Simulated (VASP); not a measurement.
Consider the following.

```
P
1.0
    1.69798    -5.26077     0.00000
    1.69798     5.26077     0.00000
    0.00000     0.00000     4.32137
P
4
Cartesian
  1.69798   4.15277   4.00238
  1.69798   1.10800   1.84169
  1.69798  -1.10800   2.47968
  1.69798  -4.15277   0.31899
```

Computed with vdW-DF-cx, VASP's PBE PAW potentials (set 64) (plane waves; VASP). Numerical set-up: 520 eV cut-off, 10×10×7 Γ-centred mesh, first-order Methfessel-Paxton smearing of 0.10 eV, potentials P.

The ions and cell shape at fixed volume are relaxed. Give the cell that the relaxation ends in.

```
P
1.0
    1.66422    -5.30558     0.00000
    1.66422     5.30558     0.00000
    0.00000     0.00000     4.37180
P
4
Cartesian
  1.66422   4.22556   4.02767
  1.66422   1.08002   1.84177
  1.66422  -1.08002   2.53003
  1.66422  -4.22556   0.34413
```
Space group Cmce (64), at a tolerance of 0.03 Å.

How much energy does the relaxation gain?

The energy (σ→0) changes by -10.7 meV/atom, in 7 ionic steps.

The compound is P in the black structure. This cell is one point of a volume scan, at 1.06 of the reference volume. Symmetry was kept, so distortions that lower it aren't found.
